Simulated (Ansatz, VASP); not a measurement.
**KPt in VASP and in Ansatz**

INCAR

```
ALGO = Normal
EDIFF = 1E-7
ENCUT = 520
GGA = PE
ISIF = 2
ISMEAR = -1
LASPH = T
LCHARG = F
LREAL = F
LWAVE = F
NBANDS = 16
NELM = 80
PREC = Accurate
SIGMA = 0.05
```

KPOINTS

```
k-points
0
Gamma
  10 10 5
```

POSCAR

```
KPt
1.0
    3.0597023636      0.0000000000      0.0000000000
   -1.5298511818      2.6497799749      0.0000000000
    0.0000000000      0.0000000000      5.4504198721
Pt K
1 1
Direct
    0.6666666667      0.3333333333      0.0000000000
    0.0000000000      0.0000000000      0.5000000000
```

Contents of input.yaml:

```yaml
crystal:
  lattice:
    - [3.0597023636, 0.0, 0.0]
    - [-1.5298511818, 2.6497799749, 0.0]
    - [0.0, 0.0, 5.4504198721]
  atoms:
    - { symbol: Pt, position: [0.6666666667, 0.3333333333, 0.0] }
    - { symbol: K, position: [0.0, 0.0, 0.5] }
hamiltonian:
  xc: pbe
  pseudopotentials: { kind: paw }
kpoints:
  mp_grid: { grid: [10, 10, 5] }
scf:
  occupations: { method: fermi_dirac, width: 0.05 }
output:
  forces: true
  stress: true
  eigenvalues: true
```

Change from the starting cell: volume scaled by 1.06.

Alike in both runs: task single point; functional PBE; k mesh 10 × 10 × 5; occupations fermi-dirac, width 0.05 eV; no spin polarisation.

|  | VASP | Ansatz |
| --- | --- | --- |
| version | VASP 6.6.1 | Ansatz 0.2.0 |
| potentials or method | VASP PAW PBE potentials, release 64 (Pt, K_sv) | Ansatz PAW |
| plane-wave cutoff (eV) | 520 | 420 |
| valence electrons in the cell | 19 | 27 |

Ansatz gave:

| Quantity | Value |
| --- | --- |
| gap on the k mesh at the Fermi level (eV) | none |
| pressure (GPa) | -2.8 |
| largest component of the traceless stress (GPa) | 0.11 |

**Question.** Estimate VASP's values.

**Answer.** gap on the k mesh at the Fermi level (eV): none; pressure (GPa): -2.6; largest component of the traceless stress (GPa): 0.10.

A gap of «none» marks a metal or a gap that the smearing closes. The two sets of potentials don't hold the same shells in valence.

The runs have no spin-orbit coupling, so splittings on Pt are missing.
